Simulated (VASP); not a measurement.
Ti2SnTe2:

```
CELL_PARAMETERS angstrom
2.08629 -7.66806 0.00000
2.08629 7.66806 0.00000
0.00000 0.00000 4.05238
ATOMIC_POSITIONS crystal
Ti 0.20031 0.79969 0.00000
Ti 0.79969 0.20031 0.00000
Sn 0.00000 0.00000 0.00000
Te 0.36298 0.63702 0.50000
Te 0.63702 0.36298 0.50000
```

The cell was built by a generator and needn't be a form met in nature.

```yaml
Program: VASP 6.6.1
Task: relaxation of cell and atoms
Functional: PBE
Potentials_or_basis: VASP PAW PBE potentials, release 64 (Ti_sv, Sn_d, Te)
Cutoff: 520 eV
k_mesh: 4 × 4 × 4
Occupations: gaussian, width 0.15 eV
Spin: no spin polarisation
```

At the start: pressure -4.6 GPa; volume 25.93 Å³/atom.

Task: How do energy, volume and symmetry change on relaxing?

Result: Over 19 steps the energy falls by 203.3 meV/atom and the volume is 24.41 Å³/atom (-5.9 %); space group Cmmm (No. 65, to 0.05 Å).

Step by step:
```tsv
step	energy change (eV)	largest force (eV/Å)	pressure (GPa)	volume (Å³)
1	0.0000	1.0898	-4.61	129.66
2	-0.5489	0.8248	0.62	116.03
3	-0.5693	0.6528	4.30	111.43
4	-0.8062	0.4919	2.75	113.76
5	-0.8351	0.5574	2.21	114.61
6	-0.7865	0.9905	1.55	116.13
7	-0.8370	0.6469	2.01	114.94
8	-0.9313	0.5646	-1.08	121.06
9	-0.9379	0.5507	-2.01	123.28
10	-0.9844	0.2890	-0.68	122.22
11	-0.9856	0.2001	-0.55	122.33
12	-0.9977	0.1491	0.07	120.86
13	-0.9996	0.1139	0.61	119.73
14	-1.0058	0.1826	0.26	120.64
15	-1.0062	0.2096	0.11	121.04
16	-1.0122	0.1478	-0.32	122.04
17	-1.0138	0.1089	-0.53	122.74
18	-1.0136	0.1008	0.50	121.38
19	-1.0165	0.0169	0.07	122.05
```

Final structure:
```
Ti Sn Te
1.0
     2.31954   -7.42240    0.00000
     2.31954    7.42240    0.00000
     0.00000    0.00000    3.54465
Ti Sn Te
2 1 2
Direct
  0.19025 0.80975 0.00000
  0.80975 0.19025 0.00000
  0.00000 0.00000 0.00000
  0.34005 0.65995 0.50000
  0.65995 0.34005 0.50000
```

Caveat: the k mesh is coarse (spacing up to 0.39 Å⁻¹), so the values aren't converged.
